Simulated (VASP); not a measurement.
Output of a VASP run:

File OUTCAR:
```
 ion  position               nearest neighbor table
   1  0.000  0.000  0.000-   2 2.48   3 2.48   2 2.48   3 2.48   3 2.48   3 2.48   2 2.48   2 2.48
                             3 2.48   3 2.48   2 2.48   2 2.48
   2  0.333  0.667  0.500-   3 1.79   3 1.79   3 1.79   1 2.48   1 2.48   1 2.48   1 2.48   1 2.48
                             1 2.48
   3  0.667  0.333  0.500-   2 1.79   2 1.79   2 1.79   1 2.48   1 2.48   1 2.48   1 2.48   1 2.48
                             1 2.48
  LATTYP: Found a hexagonal cell.
 ALAT       =     3.1008959057
 C/A-ratio  =     1.1078668127
 Subroutine PRICEL returns:
 Original cell was already a primitive cell.
 Subroutine GETGRP returns: Found 24 space group operations
The static configuration has the point symmetry D_6h.
The dynamic configuration has the point symmetry D_6h.
 Subroutine INISYM returns: Found 24 space group operations
 Subroutine IBZKPT returns following result:
 Found    126 irreducible k-points:

 Following reciprocal coordinates:
            Coordinates               Weight
  0.000000  0.000000  0.000000      1.000000
  0.076923  0.000000  0.000000      6.000000
  0.153846  0.000000  0.000000      6.000000
  0.230769  0.000000  0.000000      6.000000
  0.307692  0.000000  0.000000      6.000000
  0.384615  0.000000  0.000000      6.000000
  0.461538  0.000000  0.000000      6.000000
  0.076923  0.076923  0.000000      6.000000
  0.153846  0.076923  0.000000     12.000000
  0.230769  0.076923  0.000000     12.000000
  0.307692  0.076923  0.000000     12.000000
  0.384615  0.076923  0.000000     12.000000
  0.461538  0.076923  0.000000      6.000000
  0.153846  0.153846  0.000000      6.000000
  0.230769  0.153846  0.000000     12.000000
  0.307692  0.153846  0.000000     12.000000
  0.384615  0.153846  0.000000     12.000000
  0.230769  0.230769  0.000000      6.000000
  0.307692  0.230769  0.000000     12.000000
  0.384615  0.230769  0.000000      6.000000
  0.307692  0.307692  0.000000      6.000000
  0.000000  0.000000  0.100000      2.000000
  0.076923  0.000000  0.100000     12.000000
  0.153846  0.000000  0.100000     12.000000
  0.230769  0.000000  0.100000     12.000000
  0.307692  0.000000  0.100000     12.000000
  0.384615  0.000000  0.100000     12.000000
  0.461538  0.000000  0.100000     12.000000
  0.076923  0.076923  0.100000     12.000000
  0.153846  0.076923  0.100000     24.000000
  0.230769  0.076923  0.100000     24.000000
  0.307692  0.076923  0.100000     24.000000
  0.384615  0.076923  0.100000     24.000000
  0.461538  0.076923  0.100000     12.000000
  0.153846  0.153846  0.100000     12.000000
  0.230769  0.153846  0.100000     24.000000
  0.307692  0.153846  0.100000     24.000000
  0.384615  0.153846  0.100000     24.000000
  0.230769  0.230769  0.100000     12.000000
  0.307692  0.230769  0.100000     24.000000
   k-points           NKPTS =    126   k-points in BZ     NKDIM =    126   number of bands    NBANDS=     12
   number of dos      NEDOS =    601   number of ions     NIONS =      3
   total plane-waves  NPLWV =  16128
   dimension x,y,z NGX =    24 NGY =   24 NGZ =   28
   dimension x,y,z NGXF=    48 NGYF=   48 NGZF=   56
   ions per type =               1   2
   PREC   = accura    normal or accurate (medium, high low for compatibility)
   ISTART =      0    job   : 0-new  1-cont  2-samecut
   ICHARG =      2    charge: 1-file 2-atom 10-const
   ISPIN  =      1    spin polarized calculation?
   LNONCOLLINEAR =      F non collinear calculations
   LSORBIT =      F    spin-orbit coupling
   INIWAV =      1    electr: 0-lowe 1-rand  2-diag
   ENCUT  =  520.0 eV  38.22 Ry    6.18 a.u.   5.77  5.77  6.39*2*pi/ulx,y,z
   NELM   =    100;   NELMIN=  2; NELMDL= -5     # of ELM steps
   EDIFF  = 0.1E-06   stopping-criterion for ELM
   LREAL  =      F    real-space projection
   NLSPLINE    = F    spline interpolate recip. space projectors
   LMAXMIX     =    6 max onsite mixed and CHGCAR
...
```

### OSZICAR
```
       N       E                     dE             d eps       ncg     rms          rms(c)
DAV:   1     0.258503198268E+02    0.25850E+02   -0.84847E+03  3024   0.127E+03
DAV:   2    -0.298360779401E+02   -0.55686E+02   -0.52329E+02  3732   0.241E+02
DAV:   3    -0.314833015501E+02   -0.16472E+01   -0.16253E+01  3980   0.321E+01
DAV:   4    -0.314953720120E+02   -0.12070E-01   -0.12224E-01  3628   0.300E+00
DAV:   5    -0.314955005788E+02   -0.12857E-03   -0.13399E-03  3912   0.244E-01    0.565E+01
DAV:   6    -0.290797032302E+02    0.24158E+01   -0.56145E+00  3600   0.157E+01    0.414E+01
DAV:   7    -0.290207418152E+02    0.58961E-01   -0.15590E+00  3824   0.874E+00    0.124E+01
DAV:   8    -0.289567807820E+02    0.63961E-01   -0.45258E-01  3576   0.479E+00    0.194E+00
DAV:   9    -0.289521686905E+02    0.46121E-02   -0.31443E-02  3560   0.139E+00    0.368E-01
DAV:  10    -0.289521388970E+02    0.29793E-04   -0.91657E-04  3696   0.264E-01    0.338E-01
DAV:  11    -0.289521567477E+02   -0.17851E-04   -0.89898E-05  3696   0.745E-02    0.145E-01
DAV:  12    -0.289521464023E+02    0.10345E-04   -0.10362E-05  3664   0.266E-02    0.365E-02
DAV:  13    -0.289521474105E+02   -0.10083E-05   -0.36671E-07  3640   0.562E-03    0.480E-03
DAV:  14    -0.289521475246E+02   -0.11410E-06   -0.94578E-09  2064   0.852E-04    0.162E-03
DAV:  15    -0.289521475449E+02   -0.20327E-07   -0.13943E-09  1908   0.343E-04
   1 F= -.28952148E+02 E0= -.28952148E+02  d E =0.000000E+00
```

**OUTCAR**
```
------------------------ aborting loop because EDIFF is reached ----------------------------------------
  FORCE on cell =-STRESS in cart. coord.  units (eV):
  Direction    XX          YY          ZZ          XY          YZ          ZX
  --------------------------------------------------------------------------------------
  Total        0.0826366      0.0826366     -0.1272020      0.0000000      0.0000000      0.0000000
  in kB        4.6281070      4.6281078     -7.1240146      0.0000000      0.0000000      0.0000000
  external PRESSURE =       0.7107334 kB  Pullay stress =       0.0000000 kB
  volume of cell :       28.61
      direct lattice vectors                 reciprocal lattice vectors
     1.550447856 -2.685454685  0.000000000     0.322487466 -0.186188210  0.000000000
     1.550447856  2.685454685  0.000000000     0.322487466  0.186188210  0.000000000
     0.000000000  0.000000000  3.435379664     0.000000000  0.000000000  0.291088642
 POSITION                                       TOTAL-FORCE (eV/Angst)
 -----------------------------------------------------------------------------------
      0.00000      0.00000      0.00000         0.000000      0.000000      0.000000
      1.55045      0.89515      1.71769        -0.000000      0.000000      0.000000
      1.55045     -0.89515      1.71769         0.000000     -0.000000     -0.000000
 -----------------------------------------------------------------------------------
    total drift:                                0.000000     -0.000000      0.000000
  FREE ENERGIE OF THE ION-ELECTRON SYSTEM (eV)
  ---------------------------------------------------
  free  energy   TOTEN  =       -28.9521475449 eV

  energy  without entropy=      -28.9521475449  energy(sigma->0) =      -28.95214754

 total charge

# of ion       s       p       d       tot
------------------------------------------
    1        0.310   6.632   1.934   8.877
    2        0.669   1.319   0.000   1.988
    3        0.669   1.319   0.000   1.988
--------------------------------------------------
tot          1.648   9.271   1.934  12.853

 Electric field gradients after diagonalization (V/A^2)
 (convention: |V_zz| > |V_xx| > |V_yy|)
----------------------------------------------------------------------
 ion       V_xx      V_yy      V_zz     asymmetry (V_yy - V_xx)/ V_zz
----------------------------------------------------------------------
   1     -42.205   -42.201    84.406       0.000
   2      -0.905    -0.904     1.809       0.000
   3      -0.905    -0.904     1.809       0.000
```
(Selected blocks of OUTCAR.)

**POSCAR**
```
HfB2
1
    1.5504478561    -2.6854546847     0.0000000000
    1.5504478561     2.6854546847     0.0000000000
    0.0000000000     0.0000000000     3.4353796636
Hf B
1 2
Direct
  0.0000000000   0.0000000000   0.0000000000
  0.3333330000   0.6666670000   0.5000000000
  0.6666670000   0.3333330000   0.5000000000
```

**Question.** Write an INCAR and KPOINTS that could have produced this output.

**Answer.** One answer among several that fit: the input of the run itself, LDA (Ceperley-Alder, Perdew-Zunger), plane waves, VASP's LDA PAW potentials (set 64).

### INCAR
```
SYSTEM = HfB2
PREC = Accurate; ENCUT = 520; LREAL = .False.
LASPH = .True.
EDIFF = 1E-7; NELM = 100; ALGO = Normal
LMAXMIX = 6
ISMEAR = -5
ISIF = 2
LWAVE = .False.; LCHARG = .True.; LORBIT = 11
NEDOS = 601
LEFG = .True.
```

KPOINTS:
```
Automatic mesh
0
Gamma
13 13 10
0 0 0
```

POTCAR, in this order: Hf_pv B (LDA.64 set). Program: vasp_std.

For a metal the tetrahedron method with Blöchl corrections gives inexact stress and forces.

The compound is HfB2 in the AlB2 type structure. It was relaxed first.
